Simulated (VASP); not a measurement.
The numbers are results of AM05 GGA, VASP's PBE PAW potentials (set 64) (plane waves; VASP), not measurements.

Input for VASP

### INCAR
```
SYSTEM = SiC
PREC = Accurate
ENCUT = 520
EDIFF = 1E-7
NELM = 100
ALGO = Normal
LREAL = .FALSE.
LASPH = .TRUE.
ISMEAR = 0
SIGMA = 0.05
GGA = AM
LWAVE = .FALSE.
LCHARG = .FALSE.
ISIF = 2
```

KPOINTS:
```
kpoints
0
Gamma
  10 10 10
0 0 0
```

POSCAR:
```
SiC
1
    0.0000000000     2.1779395379     2.1779395379
    2.1779395379     0.0000000000     2.1779395379
    2.1779395379     2.1779395379     0.0000000000
Si C
1 1
Direct
  0.0000000000   0.0000000000   0.0000000000
  0.2500000000   0.2500000000   0.2500000000
```

POTCAR, in this order: Si C (PBE.64 set). Program: vasp_std.

Output

**OUTCAR**
```
 ion  position               nearest neighbor table
   1  0.000  0.000  0.000-   2 1.89   2 1.89   2 1.89   2 1.89
   2  0.250  0.250  0.250-   1 1.89   1 1.89   1 1.89   1 1.89
  LATTYP: Found a face centered cubic cell.
 ALAT       =     4.3558790758
 Subroutine PRICEL returns:
 Original cell was already a primitive cell.
 Subroutine GETGRP returns: Found 24 space group operations
The static configuration has the point symmetry T_d .
The dynamic configuration has the point symmetry T_d .
 Subroutine INISYM returns: Found 24 space group operations
 Subroutine IBZKPT returns following result:
 Found     47 irreducible k-points:

 Following reciprocal coordinates:
            Coordinates               Weight
  0.000000  0.000000  0.000000      1.000000
  0.100000  0.000000  0.000000      8.000000
  0.200000  0.000000  0.000000      8.000000
  0.300000  0.000000  0.000000      8.000000
  0.400000  0.000000  0.000000      8.000000
  0.500000  0.000000  0.000000      4.000000
  0.100000  0.100000  0.000000      6.000000
  0.200000  0.100000  0.000000     24.000000
  0.300000  0.100000  0.000000     24.000000
  0.400000  0.100000  0.000000     24.000000
  0.500000  0.100000  0.000000     24.000000
 -0.400000  0.100000  0.000000     24.000000
 -0.300000  0.100000  0.000000     24.000000
 -0.200000  0.100000  0.000000     24.000000
 -0.100000  0.100000  0.000000     12.000000
  0.200000  0.200000  0.000000      6.000000
  0.300000  0.200000  0.000000     24.000000
  0.400000  0.200000  0.000000     24.000000
  0.500000  0.200000  0.000000     24.000000
 -0.400000  0.200000  0.000000     24.000000
 -0.300000  0.200000  0.000000     24.000000
 -0.200000  0.200000  0.000000     12.000000
  0.300000  0.300000  0.000000      6.000000
  0.400000  0.300000  0.000000     24.000000
  0.500000  0.300000  0.000000     24.000000
 -0.400000  0.300000  0.000000     24.000000
 -0.300000  0.300000  0.000000     12.000000
  0.400000  0.400000  0.000000      6.000000
  0.500000  0.400000  0.000000     24.000000
 -0.400000  0.400000  0.000000     12.000000
  0.500000  0.500000  0.000000      3.000000
  0.300000  0.200000  0.100000     24.000000
  0.400000  0.200000  0.100000     48.000000
  0.500000  0.200000  0.100000     48.000000
 -0.400000  0.200000  0.100000     24.000000
  0.400000  0.300000  0.100000     24.000000
  0.500000  0.300000  0.100000     48.000000
 -0.400000  0.300000  0.100000     48.000000
 -0.300000  0.300000  0.100000     48.000000
 -0.200000  0.300000  0.100000     24.000000
   k-points           NKPTS =     47   k-points in BZ     NKDIM =     47   number of bands    NBANDS=      8
   number of dos      NEDOS =    301   number of ions     NIONS =      2
   total plane-waves  NPLWV =  13824
   dimension x,y,z NGX =    24 NGY =   24 NGZ =   24
   dimension x,y,z NGXF=    48 NGYF=   48 NGZF=   48
   ions per type =               1   1
   PREC   = accura    normal or accurate (medium, high low for compatibility)
   ISTART =      0    job   : 0-new  1-cont  2-samecut
   ICHARG =      2    charge: 1-file 2-atom 10-const
   ISPIN  =      1    spin polarized calculation?
   LNONCOLLINEAR =      F non collinear calculations
   LSORBIT =      F    spin-orbit coupling
   INIWAV =      1    electr: 0-lowe 1-rand  2-diag
   ENCUT  =  520.0 eV  38.22 Ry    6.18 a.u.   5.73  5.73  5.73*2*pi/ulx,y,z
   NELM   =    100;   NELMIN=  2; NELMDL= -5     # of ELM steps
   EDIFF  = 0.1E-06   stopping-criterion for ELM
   LREAL  =      F    real-space projection
   NLSPLINE    = F    spline interpolate recip. space projectors
   LMAXMIX     =    2 max onsite mixed and CHGCAR
...
```

OSZICAR:
```
       N       E                     dE             d eps       ncg     rms          rms(c)
DAV:   1     0.567883310176E+01    0.56788E+01   -0.41253E+03   784   0.846E+02
DAV:   2    -0.168991971276E+02   -0.22578E+02   -0.21319E+02  1096   0.111E+02
DAV:   3    -0.173192185443E+02   -0.42002E+00   -0.42002E+00   888   0.185E+01
DAV:   4    -0.173202302982E+02   -0.10118E-02   -0.10118E-02  1184   0.997E-01
DAV:   5    -0.173202306580E+02   -0.35978E-06   -0.35978E-06   920   0.164E-02    0.888E+00
DAV:   6    -0.156615587939E+02    0.16587E+01   -0.67596E+00   816   0.146E+01    0.406E+00
DAV:   7    -0.155952539167E+02    0.66305E-01   -0.34019E-01  1160   0.410E+00    0.180E+00
DAV:   8    -0.155838538759E+02    0.11400E-01   -0.18269E-02   768   0.124E+00    0.174E-01
DAV:   9    -0.155840227138E+02   -0.16884E-03   -0.89059E-04  1224   0.237E-01    0.127E-01
DAV:  10    -0.155841399586E+02   -0.11724E-03   -0.15840E-04   976   0.108E-01    0.176E-02
DAV:  11    -0.155841422135E+02   -0.22550E-05   -0.27351E-05  1000   0.332E-02    0.485E-03
DAV:  12    -0.155841423225E+02   -0.10897E-06   -0.11240E-06   976   0.879E-03    0.159E-03
DAV:  13    -0.155841423754E+02   -0.52856E-07   -0.13504E-07   792   0.320E-03
   1 F= -.15584142E+02 E0= -.15584142E+02  d E =-.267215E-15
```

### OUTCAR
```
------------------------ aborting loop because EDIFF is reached ----------------------------------------
  FORCE on cell =-STRESS in cart. coord.  units (eV):
  Direction    XX          YY          ZZ          XY          YZ          ZX
  --------------------------------------------------------------------------------------
  Total        0.0008067      0.0008067      0.0008067      0.0000000     -0.0000000      0.0000000
  in kB        0.0625535      0.0625535      0.0625535      0.0000000     -0.0000000      0.0000000
  external PRESSURE =       0.0625535 kB  Pullay stress =       0.0000000 kB
  volume of cell :       20.66
      direct lattice vectors                 reciprocal lattice vectors
     0.000000000  2.177939538  2.177939538    -0.229574784  0.229574784  0.229574784
     2.177939538  0.000000000  2.177939538     0.229574784 -0.229574784  0.229574784
     2.177939538  2.177939538  0.000000000     0.229574784  0.229574784 -0.229574784
  FREE ENERGIE OF THE ION-ELECTRON SYSTEM (eV)
  ---------------------------------------------------
  free  energy   TOTEN  =       -15.5841423754 eV

  energy  without entropy=      -15.5841423754  energy(sigma->0) =      -15.58414238
```
(Selected blocks of OUTCAR.)

The compound is SiC in the zinc blende structure. It was relaxed first.
